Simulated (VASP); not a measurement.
OSZICAR of a VASP run on SiO$_{2}$ (rutile):

**OSZICAR**
```
       N       E                     dE             d eps       ncg     rms          rms(c)
DAV:   1     0.156926838621E+03    0.15693E+03   -0.18067E+04   976   0.153E+03
DAV:   2    -0.464733398432E+02   -0.20340E+03   -0.19558E+03  1292   0.319E+02
DAV:   3    -0.531254044300E+02   -0.66521E+01   -0.66343E+01  1148   0.620E+01
DAV:   4    -0.531749217106E+02   -0.49517E-01   -0.49453E-01  1132   0.616E+00
DAV:   5    -0.531754782856E+02   -0.55657E-03   -0.55652E-03  1124   0.629E-01    0.168E+01
DAV:   6    -0.490219499466E+02    0.41535E+01   -0.16256E+01  1076   0.283E+01    0.794E+00
DAV:   7    -0.489937212344E+02    0.28229E-01   -0.45039E-01  1128   0.470E+00    0.297E+00
DAV:   8    -0.489853473668E+02    0.83739E-02   -0.15741E-02  1080   0.133E+00    0.100E+00
DAV:   9    -0.489857153490E+02   -0.36798E-03   -0.45107E-03  1124   0.742E-01    0.266E-01
DAV:  10    -0.489858239502E+02   -0.10860E-03   -0.45838E-04  1104   0.181E-01    0.404E-02
DAV:  11    -0.489857967289E+02    0.27221E-04   -0.11397E-04  1116   0.820E-02    0.815E-03
DAV:  12    -0.489857970400E+02   -0.31110E-06   -0.74317E-06  1084   0.200E-02    0.368E-03
DAV:  13    -0.489857969490E+02    0.90933E-07   -0.95644E-07  1128   0.762E-03    0.271E-03
DAV:  14    -0.489857969702E+02   -0.21182E-07   -0.18266E-08   776   0.117E-03    0.755E-04
DAV:  15    -0.489857969746E+02   -0.44201E-08   -0.11449E-08   668   0.798E-04
   1 F= -.48985797E+02 E0= -.48985797E+02  d E =-.489858E+02
       N       E                     dE             d eps       ncg     rms          rms(c)
DAV:   1    -0.489857883837E+02    0.85865E-05   -0.11671E-02  1000   0.917E-01    0.241E-02
DAV:   2    -0.489858101654E+02   -0.21782E-04   -0.26671E-04  1136   0.129E-01    0.105E-02
DAV:   3    -0.489858073130E+02    0.28524E-05   -0.29035E-06  1148   0.182E-02    0.565E-03
DAV:   4    -0.489858064624E+02    0.85064E-06   -0.37385E-06  1096   0.180E-02    0.116E-03
DAV:   5    -0.489858065246E+02   -0.62204E-07   -0.73354E-07  1068   0.730E-03    0.734E-04
DAV:   6    -0.489858065037E+02    0.20918E-07   -0.17652E-08   760   0.132E-03    0.312E-04
DAV:   7    -0.489858064996E+02    0.41146E-08   -0.31587E-09   564   0.431E-04
   2 F= -.48985806E+02 E0= -.48985806E+02  d E =-.952493E-05
       N       E                     dE             d eps       ncg     rms          rms(c)
DAV:   1    -0.489858083922E+02   -0.18885E-05   -0.14555E-03   992   0.324E-01    0.847E-03
DAV:   2    -0.489858112271E+02   -0.28349E-05   -0.33169E-05  1136   0.455E-02    0.374E-03
DAV:   3    -0.489858109141E+02    0.31301E-06   -0.36341E-07  1156   0.643E-03    0.200E-03
DAV:   4    -0.489858108461E+02    0.67972E-07   -0.46923E-07  1096   0.639E-03    0.410E-04
DAV:   5    -0.489858108462E+02   -0.16371E-10   -0.92662E-08  1036   0.260E-03
   3 F= -.48985811E+02 E0= -.48985811E+02  d E =-.434659E-05
```

Task: Which electronic solver shows in the log?

Result: It is blocked Davidson (ALGO = Normal, or the opening steps of other solvers). The INCAR had ALGO = Normal.

Task: Can the final energy be trusted as converged?

Result: The calculation finished and met its thresholds. It stopped with EDIFF = 1E-8, NELM = 100, NSW = 30 and EDIFFG = -0.001 after 3 ionic steps (PBEsol GGA, plane waves, VASP's PBE PAW potentials (set 64)).

The compound is SiO2 in the rutile structure, stishovite, a high-pressure form. This run relaxes the ions in a fixed cell. Symmetry was kept, so distortions that lower it aren't found. The start is the result of an earlier pass.
